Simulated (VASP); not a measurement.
Input:

```
CELL_PARAMETERS angstrom
      0.00000     3.02599     3.02599
      3.02599     0.00000     3.02599
      3.02599     3.02599     0.00000
ATOMIC_POSITIONS crystal
  Cu 0.00000 0.00000 0.00000
  I  0.25000 0.25000 0.25000
```

All values below come from SCAN meta-GGA, VASP's PBE PAW potentials (set 64) (plane waves; VASP). Settings: 520 eV cut-off, 8×8×8 Γ-centred mesh, Gaussian smearing of 0.050 eV, potentials Cu I.

### Question
The job: CuI (zinc blende), 2 atoms, SCAN, static run, 520 eV, 8×8×8 Γ-centred mesh. Roughly how much core time does it take on a busy server core?

### Answer
About 40 core-seconds (one run on a shared machine, a rough figure). It had 29 irreducible k-points, 13 bands, up to 1524 plane waves and 19 electronic steps.

The compound is CuI in the zinc blende structure. This cell is one point of a volume scan, at 1.03 of the reference volume.
